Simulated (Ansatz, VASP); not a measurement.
**ZrB2 in two plane-wave programs**

Aim: how closely do two programs agree when they are given the same cell, functional and k mesh? The cell is taken from a series of VASP runs on this material, whose earlier steps may have relaxed, scaled or displaced it; both programs get it as it stands.

Method: plane waves, with VASP 6.6.1 beside it; zone-centre phonons at PBEsol, in Ansatz 0.2.0.

### Step 1. The structure

The structure is hexagonal, space group P6/mmm (No. 191). Conventional cell: a = 3.156 Å, b = 3.156 Å, c = 3.509 Å, α = 90.00°, β = 90.00°, γ = 120.00°. Zr has 12 B at 2.53 Å nearest. B has 3 B at 1.82 Å and 6 Zr at 2.53 Å nearest. Farther neighbours are not listed.

Coordinates:

```cif
data_structure
_symmetry_space_group_name_H-M 'P6/mmm'
_symmetry_Int_Tables_number 191
_cell_length_a 3.1561
_cell_length_b 3.1561
_cell_length_c 3.5086
_cell_angle_alpha 90.000
_cell_angle_beta 90.000
_cell_angle_gamma 120.000
_cell_volume 30.27
loop_
_atom_site_label
_atom_site_type_symbol
_atom_site_symmetry_multiplicity
_atom_site_Wyckoff_symbol
_atom_site_fract_x
_atom_site_fract_y
_atom_site_fract_z
_atom_site_occupancy
Zr1 Zr 1 a 0.00000 0.00000 0.00000 1
B1 B 2 d 0.33333 0.66667 0.50000 1
```

### Step 2. Ansatz: zone-centre phonons, PBEsol

Ansatz runs on its default PAW (the set named soft_2) files.

Second derivatives magnify differences that forces hide, and they need a tight electronic threshold.

File input.yaml:

```yaml
crystal:
  lattice:
    - [3.156050871, 0.0, 0.0]
    - [-1.5780254355, 2.73322023, 0.0]
    - [0.0, 0.0, 3.5085785145]
  atoms:
    - { symbol: Zr, position: [0.0, 0.0, 0.0] }
    - { symbol: B, position: [0.3333333333, 0.6666666667, 0.5] }
    - { symbol: B, position: [0.6666666667, 0.3333333333, 0.5] }
hamiltonian:
  xc: pbesol
  pseudopotentials: { kind: paw }
kpoints:
  mp_grid: { grid: [14, 14, 11] }
scf:
  occupations: { method: methfessel_paxton, width: 0.2 }
phonons:
  method: dfpt
  qpoints: [[0, 0, 0]]
```

The run is started by

```bash
$ ansatz run input.yaml --threads 4 --pin off --max-ram 9216MiB --backend cpu --events-out ev --progress --plain --runs-dir out
```

Numbers of over 12 decimals in the logs are rounded to 6 here.

The program printed:

```text
zone centre: on kpoints.mp_grid the ground state, and the responses unless they are solved on pairs of k-points, stand on 342 of the mesh's 2156 k-points, reduced under 4 symmetry operations, with k and −k counted as one. Each operation leaves every solved displacement unchanged or reverses it
Engine: ansatz 0.2.0, aarch64-unknown-linux-gnu
Pseudopotentials: kind: paw
Pseudopotential: Zr, paw, valence charge 12, recommended cutoff 420 eV (normal), Zr.paw.azcp
Pseudopotential: B, paw, valence charge 3, recommended cutoff 420 eV (normal), B.paw.azcp
Functional definition: PBEsol
  exchange = pbesol_x
  correlation = pbesol_c
Crystal: 3 atoms, lattice volume = 30.266 Å³
Basis set: ecut = 420 eV, 563 PW (Γ), exchange–correlation on 48×48×48 points (8 copies of the dense FFT grid, shifted against one another)
Bands: 13, of which v1, the nominal top of the filled ones, is band 9 counted from 1 (8 counted from 0)
Symmetry: 24 space group operations
k-points: 342 of 2156 (irreducible under 4 space group operations, time reversal used)
Non-local potential: Zr, projectors of the file, l = 0: 3, l = 1: 2, l = 2: 2, l = 3: 2
Non-local potential: B, projectors of the file, l = 0: 2, l = 1: 2, l = 2: 1
PAW form: soft (Blöchl's): semilocal exchange-correlation on the pseudo side does not see the compensation charge
PAW frozen core: Zr, regenerated for the run's functional, and the local potential with it (the file was generated under x = pbe(κ = 0.804, μ = 0.219515), c = pbe(β = 0.066725))
PAW frozen core: B, regenerated for the run's functional, and the local potential with it (the file was generated under x = pbe(κ = 0.804, μ = 0.219515), c = pbe(β = 0.066725))
PAW one-centre angular grid: Zr, 590 points (default); XC on 64 Gauss nodes
PAW one-centre angular grid: B, 110 points (default); XC on 64 Gauss nodes
Initial density: superposition of atomic densities (neutral atoms: chi_scale 0, normalization atom), corrected by the library's trained network
Initial wavefunctions: pseudopotential atomic-orbital guess
Functional: x = pbesol(κ = 0.804, μ = 0.123457), c = pbesol(β = 0.046)
SCF iter   1: F=—  HF=-4437.223297 eV  |F-HF|=—  |Δ(HF+E_count)|=         —  Δρ=4.94e-3  dr2=1.19e-2  ethr=1.77e-3  ⟨swp⟩=4.9  Hψ=21415  notcnv=0
preconditioner: auto → none  [metal: Δε(μ)=0.007 eV  Ē_g=8.914 eV  σ=0.200 eV  W_gap=0.03  n_scr=8 (ndim 8)  ℏωp=21.3 eV  f_vac=0.000  D(μ)=0.30/eV (n_scr^D=0)  sad-step TF]
SCF iter   2: F=—  HF=-4437.221472 eV  |F-HF|=—  |Δ(HF+E_count)|=   1.83e-3  S|Δr|=    0.00e0  Δρ=3.33e-3  dr2=6.23e-3  ethr=6.59e-5  ⟨swp⟩=1.0  Hψ=7182  notcnv=0
SCF iter   3: F=—  HF=-4437.219731 eV  |F-HF|=—  |Δ(HF+E_count)|=   1.74e-3  S|Δr|=    0.00e0  Δρ=8.17e-4  dr2=1.51e-4  ethr=3.46e-5  ⟨swp⟩=2.0  Hψ=6138  notcnv=0
SCF iter   4: F=—  HF=-4437.219679 eV  |F-HF|=—  |Δ(HF+E_count)|=   5.20e-5  S|Δr|=    0.00e0  Δρ=1.96e-4  dr2=4.39e-6  ethr=8.39e-7  ⟨swp⟩=2.2  Hψ=7163  notcnv=0
SCF iter   5: F=—  HF=-4437.219677 eV  |F-HF|=—  |Δ(HF+E_count)|=   1.56e-6  S|Δr|=    0.00e0  Δρ=3.72e-5  dr2=3.46e-7  ethr=2.44e-8  ⟨swp⟩=2.0  Hψ=7462  notcnv=0
SCF iter   6: F=—  HF=-4437.219677 eV  |F-HF|=—  |Δ(HF+E_count)|=   1.28e-7  S|Δr|=    0.00e0  Δρ=9.10e-6  dr2=1.59e-8  ethr=1.92e-9  ⟨swp⟩=2.0  Hψ=7041  notcnv=0
SCF iter   7: F=—  HF=-4437.219677 eV  |F-HF|=—  |Δ(HF+E_count)|=   6.38e-9  S|Δr|=    0.00e0  Δρ=6.05e-7  dr2=3.27e-11  ethr=8.83e-11  ⟨swp⟩=2.0  Hψ=7519  notcnv=0
SCF iter   8: F=-4437.219677 eV  HF=-4437.219677 eV  |F-HF|=0.00e0  |Δ(HF+E_count)|=  9.09e-13  S|Δr|=    0.00e0  Δρ=5.31e-8  dr2=2.24e-13  ethr=1.00e-12  ⟨swp⟩=5.1  Hψ=17271  notcnv=0
SCF 1 converged in 8 iterations: F = -4437.219677 eV  dr2 = 2.24e-13
  greatest PAW one-centre occupation: 0.996 electrons in one spin orbital (limit 2), on the Zr atom at site 0 (counted from 0), in its partial waves of l = 0
DFPT response loops at Γ: preconditioner auto → Kerker (q_TF=auto, 2.502 Å⁻¹) (partly filled bands, converged f_vac=0.000); β = 1.00, the filter's whole step (`scf.mixing.beta` (0.50) is not read by the response loops under this deck's `scf.mixing.preconditioner`; to damp them name `kerker` or `kerker_dos`, under which they read `scf.mixing.beta`, and type it under 1.00, their step now; both keys bind the ground state too); Broyden in place of MSR1
SCF converged after 8 iterations
Stability not checked: this state was not tested for a lower state beside it, because cold or Methfessel-Paxton smearing, or corrected tetrahedra, fill the levels in a way that the test cannot read (fill_not_monotonic; see scf.lower_state_search)
Free energy (F): -4437.219677 eV
Harris-Foulkes:  -4437.219677 eV  (|F-HF|=0.00e0)
Internal energy: -4437.219198 eV  (E = F + TS)
E sigma→0 (E₀):  -4437.219557 eV
Entropy (-TS):   -0.000480 eV (-0.160 meV/atom)
Fermi energy:    15.953476 eV
Step filling:    the computed levels leave a gap of 0.0124 eV = 0.1 smearing widths at the electron count; against every level under it full and every level over it empty, smearing changes F+E_penalty+E_count by -0.698 meV and its σ→0 estimate by -0.578 meV
--- Per-component energies (eV) ---
  E_band       = -21.449145
  E_kinetic    = 436.216844
  E_local      = -550.026216  (includes V_loc(G=0)·N_el)
  E_nonlocal   = 102.318054
  E_hartree    = 173.945229
  E_xc         = -227.944068
  E_vxc        = -271.210802  (∫ρ·V_xc dr)
  E_paw        = -3050.795108  (= ΣΔE_a)
  E_vpaw       = -86.637493  (= ΣTr[D̂ρ^β])
  E_aug_tail   = 0.000016  (compensation charges beyond the density's cutoff)
  E_ewald      = -1321.129092
  E_core_change = 0.195142  (= ΣΔE_core)
  E_smearing   = -0.000480  (= −TS)
  E_closure    = 0.000000  (closes the sum)
  Σ components = -4437.219677   (vs F -4437.219677, Δ=0.00e0)
--- Band table (eV; the first three rows and the last of 342) ---
  k-point 0: bands = [... 5 lower, 13.2808, 13.2808, 13.3023, 13.6602, 19.4111, 19.4111, 20.2455, 20.2455]
  k-point 1: bands = [... 5 lower, 12.4977, 13.3603, 13.3603, 14.4261, 18.7596, 18.7596, 19.9813, 19.9813]
  k-point 2: bands = [... 5 lower, 11.5001, 13.5953, 13.5953, 15.3411, 17.8306, 17.8306, 19.2987, 19.2987]
  k-point 341: bands = [... 5 lower, 8.6462, 11.1634, 12.6203, 13.3258, 19.5660, 21.0648, 21.2103, 22.4482]
--- Phonons (Γ-DFPT): 4 representative perturbations + reference, on 342 of 2156 k-points (Σ response iterations 12) ---
  k mesh reduced under 4 symmetry operations, with k and −k counted as one. Each operation leaves every solved displacement unchanged or reverses it
  ASR residual: 3.687e-5 → 0.000e0 eV/Å²; symmetrization residual: 5.301e-7 eV/Å²
  ASR residual per site (eV/Å²): 3.69e-5 4.05e-6 4.05e-6
  Γ frequencies (cm⁻¹): 0.00 0.00 0.00 460.43 460.43 479.72 570.47 784.42 784.42
  non-analytic LO–TO correction: not included (Born effective charges unavailable; polar crystals: no LO–TO splitting at Γ)
--- Phonons (arbitrary-q DFPT): 1 explicit q-point ---
  q = [0, 0, 0] (of the zone-centre solve; hermiticity 6.78e-8, symmetrization 2.68e-15): -0.00 0.00 0.00 460.43 460.43 479.72 570.47 784.42 784.42
  sum rule: each row above includes the acoustic sum rule's correction from the zone centre's row sums; it moved no ω² by more than (0.33 cm⁻¹)²
```

Run time: 15 s. Hardware: 4 threads of Arm Neoverse V1, shared host; peak memory 0.7 GiB; 54 s of CPU time.

Reading the cycles: dr2 is the Hartree energy of the density residual (eV), the measure of convergence; HF is the Harris–Foulkes estimate of the energy, which meets the free energy F at convergence.

(Continued in part 2 of 2.)

[Lines on the potential files, build, host, timing and source positions are cut from VASP's logs without a mark.]

[Logs are printed without paths, hosts, clocks, repeated set-up lines and the standing remarks that a program may print on its own settings, such as how far it seeks lower states.]

[Hosts, paths, dates, database ids (printed as entryN), source tags and the programs' standing remarks are cut or masked in the printed files.]
